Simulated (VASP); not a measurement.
Here is the system:

```
CELL_PARAMETERS angstrom
      2.82628     0.00000     0.00000
      0.00000     2.82628     0.00000
      0.00000     0.00000     3.55229
ATOMIC_POSITIONS crystal
  Cu 0.00000 0.00000 0.00000
  Au 0.50885 0.50000 0.50000
```

The numbers are results of PBEsol GGA, VASP's PBE PAW potentials (set 64) (plane waves; VASP 6.6.1), not measurements. Numerical set-up: 480 eV cut-off, 12×12×10 Γ-centred mesh, first-order Methfessel-Paxton smearing of 0.10 eV, potentials Cu Au.

**Question.** Give the force on each atom (eV/Å).

**Answer.** 
```tsv
atom	Fx	Fy	Fz
Cu1	0.105	0.000	0.000
Au2	-0.105	0.000	0.000
```

**Question.** Give the stress tensor in GPa (positive for a compressed cell).

**Answer.** 
```
0.38  0.00  0.00
0.00  0.41  0.00
0.00  0.00  0.01
```
The pressure is its mean diagonal, 0.27 GPa.

The compound is CuAu in the L1_0 structure. This cell was strained or had an atom moved on purpose.
